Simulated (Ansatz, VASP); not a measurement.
**Al17Cu29Si33 (rapidly quenched Cu37Al22Si42): VASP beside Ansatz**

Aim: how closely do two programs agree when they are given the same cell, functional and k mesh? The structure shown is the start of the Ansatz relaxation below; VASP solves that cell, so the two are compared at the walk's first step.

Main program and level: Ansatz 0.2.0; plane waves, with VASP 6.6.1 beside it; single point at PBE.

### 1. The structure

The cell holds 79 atoms: 29 Cu, 17 Al and 33 Si. Its edges and angles: a = 10.866 Å, b = 10.866 Å, c = 10.866 Å, α = 90.0°, β = 90.0°, γ = 90.0°. As first built, before any earlier steps moved the atoms (in the runner's words): 79 atoms (29 Cu, 17 Al, 33 Si) placed at random at 4.03 g/cm^3, melted at 2000 K for 10 ps at fixed volume with the MEAM Al-Si-Mg-Cu-Fe potential (Jelinek et al., Phys. Rev. B 85, 245102 (2012)). Quenched from 1600 K to 300 K at 50 K/ps and zero pressure, held 5 ps, then minimised at fixed cell.

### 2. Ansatz: relaxation, PBE

Ansatz runs on its PAW soft_1 files.

The two programs are compared at the cell with which this relaxation starts, whose forces are those of its first step.

The input, input.yaml:

```yaml
crystal:
  lattice:
    - [10.86632, 0.0, 0.0]
    - [0.0, 10.86632, 0.0]
    - [0.0, 0.0, 10.86632]
  atoms:
    - { symbol: Cu, position: [0.47875, 0.6981, 0.60664] }
    - { symbol: Cu, position: [0.58969, 0.01198, 0.62821] }
    - { symbol: Cu, position: [0.15344, 0.57794, 0.56618] }
    - { symbol: Cu, position: [0.57602, 0.22591, 0.88556] }
    - { symbol: Cu, position: [0.42804, 0.40341, 0.8387] }
    - { symbol: Cu, position: [0.89673, 0.33915, 0.8636] }
    - { symbol: Cu, position: [0.25506, 0.77021, 0.63918] }
    - { symbol: Cu, position: [0.24631, 0.086, 0.67107] }
    - { symbol: Cu, position: [0.04078, 0.17344, 0.76053] }
    - { symbol: Cu, position: [0.43825, 0.88511, 0.23725] }
    - { symbol: Cu, position: [0.4745, 0.28346, 0.16553] }
    - { symbol: Cu, position: [0.31355, 0.30368, 0.44649] }
    - { symbol: Cu, position: [0.01753, 0.41714, 0.47836] }
    - { symbol: Cu, position: [0.04112, 0.96941, 0.2978] }
    - { symbol: Cu, position: [0.97487, 0.1553, 0.41616] }
    - { symbol: Cu, position: [0.7155, 0.89378, 0.89358] }
    - { symbol: Cu, position: [0.89628, 0.2651, 0.24206] }
    - { symbol: Cu, position: [0.59943, 0.52589, 0.50192] }
    - { symbol: Cu, position: [0.17445, 0.72403, 0.31662] }
    - { symbol: Cu, position: [0.1748, 0.55535, 0.90206] }
    - { symbol: Cu, position: [0.68197, 0.85828, 0.26679] }
    - { symbol: Cu, position: [0.01747, 0.99161, 0.92362] }
    - { symbol: Cu, position: [0.14205, 0.32323, 0.0106] }
    - { symbol: Cu, position: [0.64549, 0.68143, 0.88414] }
    - { symbol: Cu, position: [0.2678, 0.31862, 0.22347] }
    - { symbol: Cu, position: [0.53112, 0.51767, 0.12752] }
    - { symbol: Cu, position: [0.08325, 0.43472, 0.22367] }
    - { symbol: Cu, position: [0.39373, 0.10341, 0.50286] }
    - { symbol: Cu, position: [0.35948, 0.89096, 0.99418] }
    - { symbol: Al, position: [0.04755, 0.81122, 0.49531] }
    - { symbol: Al, position: [0.88262, 0.62403, 0.5426] }
    - { symbol: Al, position: [0.81828, 0.95821, 0.45159] }
    - { symbol: Al, position: [0.83168, 0.97891, 0.10079] }
    - { symbol: Al, position: [0.66501, 0.43928, 0.9376] }
    - { symbol: Al, position: [0.87123, 0.52553, 0.30672] }
    - { symbol: Al, position: [0.91164, 0.77031, 0.26601] }
    - { symbol: Al, position: [0.73615, 0.64288, 0.12342] }
    - { symbol: Al, position: [0.80179, 0.10949, 0.84842] }
    - { symbol: Al, position: [0.69671, 0.21054, 0.09087] }
    - { symbol: Al, position: [0.72667, 0.21167, 0.46294] }
    - { symbol: Al, position: [0.84622, 0.87263, 0.69595] }
    - { symbol: Al, position: [0.90923, 0.76196, 0.97322] }
    - { symbol: Al, position: [0.95427, 0.51284, 0.03247] }
    - { symbol: Al, position: [0.71261, 0.3112, 0.69276] }
    - { symbol: Al, position: [0.0411, 0.70554, 0.75102] }
    - { symbol: Al, position: [0.8443, 0.56877, 0.79884] }
    - { symbol: Si, position: [0.24577, 0.26272, 0.81562] }
    - { symbol: Si, position: [0.22051, 0.90953, 0.17766] }
    - { symbol: Si, position: [0.44335, 0.10156, 0.01325] }
    - { symbol: Si, position: [0.12503, 0.15069, 0.22264] }
    - { symbol: Si, position: [0.45415, 0.12422, 0.74909] }
    - { symbol: Si, position: [0.77116, 0.07758, 0.63498] }
    - { symbol: Si, position: [0.95509, 0.20477, 0.04835] }
    - { symbol: Si, position: [0.15933, 0.80871, 0.95948] }
    - { symbol: Si, position: [0.6707, 0.75195, 0.50131] }
    - { symbol: Si, position: [0.1276, 0.23389, 0.54981] }
    - { symbol: Si, position: [0.38825, 0.65332, 0.23638] }
    - { symbol: Si, position: [0.36289, 0.09333, 0.27514] }
    - { symbol: Si, position: [0.34548, 0.62507, 0.78896] }
    - { symbol: Si, position: [0.47105, 0.44786, 0.33956] }
    - { symbol: Si, position: [0.50893, 0.29817, 0.55431] }
    - { symbol: Si, position: [0.30923, 0.42437, 0.63781] }
    - { symbol: Si, position: [0.21324, 0.99471, 0.45085] }
    - { symbol: Si, position: [0.54948, 0.95946, 0.42706] }
    - { symbol: Si, position: [0.45949, 0.69825, 0.99168] }
    - { symbol: Si, position: [0.36654, 0.80044, 0.44142] }
    - { symbol: Si, position: [0.08926, 0.94555, 0.71012] }
    - { symbol: Si, position: [0.34247, 0.44571, 0.03894] }
    - { symbol: Si, position: [0.18328, 0.61996, 0.12386] }
    - { symbol: Si, position: [0.57463, 0.83793, 0.73023] }
    - { symbol: Si, position: [0.19841, 0.08891, 0.00432] }
    - { symbol: Si, position: [0.78387, 0.42354, 0.49979] }
    - { symbol: Si, position: [0.76854, 0.10728, 0.27618] }
    - { symbol: Si, position: [0.06631, 0.41551, 0.71279] }
    - { symbol: Si, position: [0.35384, 0.898, 0.7913] }
    - { symbol: Si, position: [0.57815, 0.53499, 0.72016] }
    - { symbol: Si, position: [0.77219, 0.39692, 0.15934] }
    - { symbol: Si, position: [0.58373, 0.90749, 0.06392] }
    - { symbol: Si, position: [0.2338, 0.50398, 0.37647] }
kpoints:
  mp_grid: { grid: [1, 1, 1] }
hamiltonian:
  xc: pbe
  pseudopotentials: { kind: paw, azcp: { folder: soft_1 } }
scf:
  occupations: { method: gaussian, width: 0.025 }
output:
  forces: true
relax:
  f_tol: 0.05
  max_steps: 150
  cell: {}
```

On the command line:

```bash
> ansatz run input.yaml --threads 4 --pin off --max-ram 8192MiB --backend cpu --events-out ev --progress --plain --runs-dir out
```

Numbers of over 12 decimals in the logs are rounded to 6 here.

The program printed:

```text
Engine: ansatz 0.2.0, aarch64-unknown-linux-gnu
Pseudopotentials: kind: paw
Pseudopotential: Cu, paw, valence charge 19, recommended cutoff 420 eV (normal), soft_1/Cu.paw.azcp
Pseudopotential: Al, paw, valence charge 3, recommended cutoff 420 eV (normal), soft_1/Al.paw.azcp
Pseudopotential: Si, paw, valence charge 4, recommended cutoff 420 eV (normal), soft_1/Si.paw.azcp
Functional definition: PBE
  parameter kappa = 0.804
  parameter beta = 0.066725
  exchange = pbe_x(kappa = kappa, mu = beta*pi^2/3)
  correlation = pbe_c(beta = beta)
Crystal: 79 atoms, lattice volume = 1283.061 Å³
Basis set: ecut = 420 eV, 25173 PW (Γ), exchange–correlation on 150×150×150 points (8 copies of the dense FFT grid, shifted against one another)
Bands: 446, of which v1, the nominal top of the filled ones, is band 367 counted from 1 (366 counted from 0)
Symmetry: 1 space group operations
Space group: P1 (ITA 1), of the structure as read, at distance tolerance 1.1e-4 Å
k-points: 1
Non-local potential: Cu, projectors of the file, l = 0: 3, l = 1: 2, l = 2: 3, l = 3: 1
Non-local potential: Al, projectors of the file, l = 0: 2, l = 1: 2, l = 2: 1
Non-local potential: Si, projectors of the file, l = 0: 2, l = 1: 2, l = 2: 1
PAW form: soft (Blöchl's): semilocal exchange-correlation on the pseudo side does not see the compensation charge
PAW one-centre angular grid: Cu, 590 points (default); XC on 64 Gauss nodes
PAW one-centre angular grid: Al, 110 points (default); XC on 64 Gauss nodes
PAW one-centre angular grid: Si, 110 points (default); XC on 64 Gauss nodes
Initial density: superposition of atomic densities (chi_scale 0.1, normalization cell, long waves kept (reshape's long-wave potential 0.40 eV rms))
Initial wavefunctions: pseudopotential atomic-orbital guess
Functional: x = pbe(κ = 0.804, μ = 0.219515), c = pbe(β = 0.066725)
SCF iter   1: F=—  HF=-222309.177415 eV  |F-HF|=—  |Δ(HF+E_count)|=         —  Δρ=3.17e-1  dr2=1.34e3  ethr=3.10e-3  ⟨swp⟩=6.0  Hψ=1754  notcnv=0  defer=15
preconditioner: auto → Kerker (q_TF=auto, 2.486 Å⁻¹)  [metal: Δε(μ)=0.010 eV  Ē_g=5.413 eV  σ=0.025 eV  W_gap=0.21  n_scr=340 (ndim 8)  ℏωp=23.2 eV  f_vac=0.000  D(μ)=87.76/eV (n_scr^D=948)]
SCF iter   2: F=—  HF=-222246.839322 eV  |F-HF|=—  |Δ(HF+E_count)|=    6.23e1  Δρ=1.24e-1  dr2=3.04e2  ethr=3.10e-3  ⟨swp⟩=2.0  Hψ=891  notcnv=0  defer=68
SCF iter   3: F=—  HF=-222230.618406 eV  |F-HF|=—  |Δ(HF+E_count)|=    1.62e1  Δρ=6.48e-2  dr2=7.74e1  ethr=3.10e-3  ⟨swp⟩=4.0  Hψ=892  notcnv=0  defer=67
SCF iter   4: F=—  HF=-222225.045230 eV  |F-HF|=—  |Δ(HF+E_count)|=    5.57e0  Δρ=2.95e-2  dr2=1.98e1  ethr=3.10e-3  ⟨swp⟩=3.0  Hψ=595  notcnv=0  defer=67
SCF iter   5: F=—  HF=-222223.652415 eV  |F-HF|=—  |Δ(HF+E_count)|=    1.39e0  Δρ=1.14e-2  dr2=4.17e0  ethr=2.70e-3  ⟨swp⟩=2.0  Hψ=522  notcnv=0  defer=67
SCF iter   6: F=—  HF=-222223.073997 eV  |F-HF|=—  |Δ(HF+E_count)|=   5.78e-1  Δρ=4.58e-3  dr2=1.93e-1  ethr=5.68e-4  ⟨swp⟩=4.0  Hψ=610  notcnv=0  defer=67
SCF iter   7: F=—  HF=-222223.087618 eV  |F-HF|=—  |Δ(HF+E_count)|=   1.36e-2  Δρ=2.79e-3  dr2=1.25e-1  ethr=2.62e-5  ⟨swp⟩=2.0  Hψ=881  notcnv=0  defer=67
SCF iter   8: F=—  HF=-222223.073136 eV  |F-HF|=—  |Δ(HF+E_count)|=   1.45e-2  Δρ=1.54e-3  dr2=4.49e-2  ethr=1.70e-5  ⟨swp⟩=2.0  Hψ=739  notcnv=0  defer=67
SCF iter   9: F=—  HF=-222223.067465 eV  |F-HF|=—  |Δ(HF+E_count)|=   5.67e-3  Δρ=6.57e-4  dr2=7.49e-3  ethr=6.12e-6  ⟨swp⟩=2.0  Hψ=560  notcnv=0  defer=67
SCF iter  10: F=—  HF=-222223.067103 eV  |F-HF|=—  |Δ(HF+E_count)|=   3.62e-4  Δρ=2.24e-4  dr2=8.31e-4  ethr=1.02e-6  ⟨swp⟩=2.0  Hψ=568  notcnv=0  defer=67
SCF iter  11: F=—  HF=-222223.067086 eV  |F-HF|=—  |Δ(HF+E_count)|=   1.75e-5  Δρ=2.44e-4  dr2=4.86e-4  ethr=1.13e-7  ⟨swp⟩=2.0  Hψ=744  notcnv=0  defer=67
SCF iter  12: F=—  HF=-222223.066996 eV  |F-HF|=—  |Δ(HF+E_count)|=   8.95e-5  Δρ=4.33e-5  dr2=3.61e-5  ethr=6.62e-8  ⟨swp⟩=2.0  Hψ=742  notcnv=0  defer=67
SCF iter  13: F=—  HF=-222223.065973 eV  |F-HF|=—  |Δ(HF+E_count)|=   1.02e-3  Δρ=2.56e-5  dr2=1.04e-5  ethr=4.92e-9  ⟨swp⟩=2.0  Hψ=623  notcnv=0  defer=67
SCF iter  14: F=—  HF=-222223.065973 eV  |F-HF|=—  |Δ(HF+E_count)|=   4.82e-7  Δρ=1.40e-5  dr2=3.25e-6  ethr=1.41e-9  ⟨swp⟩=2.0  Hψ=740  notcnv=0  defer=67
SCF iter  15: F=—  HF=-222223.065973 eV  |F-HF|=—  |Δ(HF+E_count)|=   2.24e-7  Δρ=7.69e-6  dr2=1.08e-6  ethr=4.43e-10  ⟨swp⟩=2.0  Hψ=745  notcnv=0  defer=67
SCF iter  16: F=—  HF=-222223.065973 eV  |F-HF|=—  |Δ(HF+E_count)|=   1.42e-8  Δρ=3.34e-6  dr2=1.56e-7  ethr=1.48e-10  ⟨swp⟩=2.0  Hψ=670  notcnv=0  defer=67
SCF iter  17: F=-222223.065973 eV  HF=-222223.065973 eV  |F-HF|=3.82e-8  |Δ(HF+E_count)|=   2.00e-8  Δρ=1.87e-6  dr2=5.22e-8  ethr=1.36e-11  ⟨swp⟩=3.0  Hψ=1184  notcnv=0
SCF 1 converged in 17 iterations: F = -222223.065973 eV  dr2 = 5.22e-8
[...]
atom  50  Si    -0.00469142     0.00262664    -0.00377070
  atom  51  Si     0.00028412     0.00075896    -0.00671795
  atom  52  Si    -0.00247361     0.00364269     0.01213191
  atom  53  Si    -0.00158348     0.00357596     0.00030731
  atom  54  Si     0.00364776     0.00459720    -0.00699237
  atom  55  Si     0.00719044    -0.00585133     0.00296604
  atom  56  Si    -0.00418142    -0.00755428     0.00868179
  atom  57  Si     0.00547497     0.00464117    -0.00193971
  atom  58  Si     0.00096273     0.00120386    -0.00175318
[...]
atom  65  Si     0.00850781     0.00126900     0.00123574
  atom  66  Si     0.00580340    -0.00103604     0.00169426
  atom  67  Si    -0.00040779     0.00897051    -0.00365381
  atom  68  Si     0.00486465    -0.00941134     0.00073046
  atom  69  Si    -0.00257621    -0.00057913     0.00252237
  atom  70  Si     0.00332890    -0.00372690    -0.00374984
  atom  71  Si     0.00101649    -0.00835915     0.00725096
  atom  72  Si    -0.01002070     0.00668854    -0.00387663
  atom  73  Si    -0.00480285    -0.00198153    -0.00283606
  atom  74  Si    -0.01218672    -0.00205531     0.00734416
  atom  75  Si    -0.00358653     0.00066080     0.00256339
  atom  76  Si     0.00044738     0.01471720    -0.00707612
  atom  77  Si    -0.01012352    -0.00501072    -0.00228535
  atom  78  Si     0.00486558    -0.00069466     0.00586362
  atom  79  Si     0.00249378     0.00163972    -0.00688438
  max |Σ_I F_I| component: 1.48e-6 eV/Å
--- Stress (GPa, compression-positive) ---
       -0.024372       0.013293       0.008259
        0.013293       0.002754      -0.010323
        0.008259      -0.010323      -0.003668
  P = ⅓ Tr σ = -0.0084 GPa (-0.084 kbar)
--- Relaxed structure (69 steps of the walk, 69 accepted, 2 SCFs on fresh bases) ---
  F+E_penalty+E_count = -222248.92485600 eV   max|allowed force component| = 1.939e-2 eV/Å   (the final SCF, on the basis selected at the relaxed cell)
  cell:  # Å, volume = 1166.9120 Å³
    - [9.623344, 0.123404, -0.696137]
    - [0.123404, 9.492287, -1.017862]
    - [-0.696137, -1.017862, 12.934166]
  atoms:
    - { symbol: Cu, position: [0.685346, 0.596724, 0.673067] }
    - { symbol: Cu, position: [0.670330, 0.060685, 0.676063] }
    - { symbol: Cu, position: [0.228758, 0.571807, 0.506896] }
    - { symbol: Cu, position: [0.613579, 0.241653, 0.830850] }
    - { symbol: Cu, position: [0.372190, 0.369018, 0.763805] }
    - { symbol: Cu, position: [0.859241, 0.445623, 0.906655] }
    - { symbol: Cu, position: [0.240225, 0.738638, 0.678439] }
    - { symbol: Cu, position: [0.210306, 0.00155268, 0.681556] }
    - { symbol: Cu, position: [-0.043864, 0.103149, 0.689908] }
    - { symbol: Cu, position: [0.416568, 0.878368, 0.169366] }
    - { symbol: Cu, position: [0.457810, 0.137815, 0.117496] }
    - { symbol: Cu, position: [0.281045, 0.378942, 0.354627] }
    - { symbol: Cu, position: [0.096590, 0.341054, 0.489771] }
    - { symbol: Cu, position: [0.103761, 0.977038, 0.371935] }
    - { symbol: Cu, position: [0.885669, 0.155481, 0.380922] }
    - { symbol: Cu, position: [0.767864, 0.891591, 0.942531] }
    - { symbol: Cu, position: [0.865385, 0.264155, 0.199044] }
    - { symbol: Cu, position: [0.705273, 0.559464, 0.475204] }
    - { symbol: Cu, position: [0.198572, 0.795065, 0.232919] }
    - { symbol: Cu, position: [0.110863, 0.588120, 0.897449] }
    - { symbol: Cu, position: [0.713037, 0.922256, 0.259765] }
    - { symbol: Cu, position: [-0.014797, 1.023499, 1.023028] }
    - { symbol: Cu, position: [0.108772, 0.349564, -0.031236] }
    - { symbol: Cu, position: [0.709075, 0.658113, 0.985759] }
    - { symbol: Cu, position: [0.297394, 0.355290, 0.115310] }
    - { symbol: Cu, position: [0.382751, 0.610254, 0.155595] }
    - { symbol: Cu, position: [0.074026, 0.390347, 0.181458] }
    - { symbol: Cu, position: [0.516757, 0.125905, 0.512310] }
    - { symbol: Cu, position: [0.371817, 0.916388, 0.980996] }
    - { symbol: Al, position: [0.068427, 0.829211, 0.516830] }
    - { symbol: Al, position: [0.967749, 0.565558, 0.432746] }
    - { symbol: Al, position: [0.760170, 0.793917, 0.418739] }
    - { symbol: Al, position: [0.923266, 1.001060, 0.199997] }
    - { symbol: Al, position: [0.632667, 0.420353, 0.994573] }
    - { symbol: Al, position: [0.752819, 0.476339, 0.290908] }
    - { symbol: Al, position: [0.944823, 0.763931, 0.281286] }
    - { symbol: Al, position: [0.637584, 0.675902, 0.187948] }
    - { symbol: Al, position: [0.838063, 0.074472, 0.843966] }
    - { symbol: Al, position: [0.681362, 0.140175, 0.029417] }
    - { symbol: Al, position: [0.669691, 0.290168, 0.451839] }
    - { symbol: Al, position: [0.897268, 0.706505, 0.624450] }
    - { symbol: Al, position: [0.959791, 0.767454, 1.048577] }
    - { symbol: Al, position: [0.868389, 0.535928, 0.119280] }
    - { symbol: Al, position: [0.767785, 0.309613, 0.702377] }
    - { symbol: Al, position: [0.143703, 0.499019, 0.676389] }
    - { symbol: Al, position: [0.869447, 0.671636, 0.829028] }
    - { symbol: Si, position: [0.210255, 0.195489, 0.821870] }
    - { symbol: Si, position: [0.214898, 1.032841, 0.201765] }
    - { symbol: Si, position: [0.432896, 0.130800, -0.079023] }
    - { symbol: Si, position: [0.085549, 0.224285, 0.302675] }
    - { symbol: Si, position: [0.429704, 0.122968, 0.699481] }
    - { symbol: Si, position: [0.781557, 0.056041, 0.521047] }
    - { symbol: Si, position: [0.908138, 0.269036, 0.023108] }
    - { symbol: Si, position: [0.132279, 0.845676, 0.924102] }
    - { symbol: Si, position: [0.630137, 0.814069, 0.579862] }
    - { symbol: Si, position: [0.052664, 0.119378, 0.535595] }
    - { symbol: Si, position: [0.394693, 0.729199, 0.351507] }
    - { symbol: Si, position: [0.430948, 0.176538, 0.312578] }
    - { symbol: Si, position: [0.344358, 0.625676, 0.823953] }
    - { symbol: Si, position: [0.493389, 0.495653, 0.338832] }
    - { symbol: Si, position: [0.496453, 0.498247, 0.546816] }
    - { symbol: Si, position: [0.332774, 0.320320, 0.568108] }
    - { symbol: Si, position: [0.300047, 1.018118, 0.513137] }
    - { symbol: Si, position: [0.527274, 0.939357, 0.358490] }
    - { symbol: Si, position: [0.460003, 0.686843, 1.006142] }
    - { symbol: Si, position: [0.378856, 0.775382, 0.540897] }
    - { symbol: Si, position: [0.038732, 0.887567, 0.753902] }
    - { symbol: Si, position: [0.333151, 0.455136, -0.042481] }
    - { symbol: Si, position: [0.138431, 0.579319, 0.096545] }
    - { symbol: Si, position: [0.652447, 0.847129, 0.771155] }
    - { symbol: Si, position: [0.208617, 0.122915, 0.026448] }
    - { symbol: Si, position: [0.881073, 0.415756, 0.565980] }
    - { symbol: Si, position: [0.671365, 0.170152, 0.252303] }
    - { symbol: Si, position: [0.022775, 0.358246, 0.782705] }
    - { symbol: Si, position: [0.410027, 0.888631, 0.792593] }
    - { symbol: Si, position: [0.603787, 0.500061, 0.807503] }
    - { symbol: Si, position: [0.533018, 0.390264, 0.154052] }
    - { symbol: Si, position: [0.625659, 0.895070, 0.076265] }
    - { symbol: Si, position: [0.156970, 0.590740, 0.309913] }
```

[end of part 1 of 2]

[Lines on the potential files, build, host, timing and source positions are cut from VASP's logs without a mark.]

[Logs are printed without paths, hosts, clocks, repeated set-up lines and the standing remarks that a program may print on its own settings, such as how far it seeks lower states.]

[Hosts, paths, dates, database ids (printed as entryN), source tags and the programs' standing remarks are cut or masked in the printed files.]
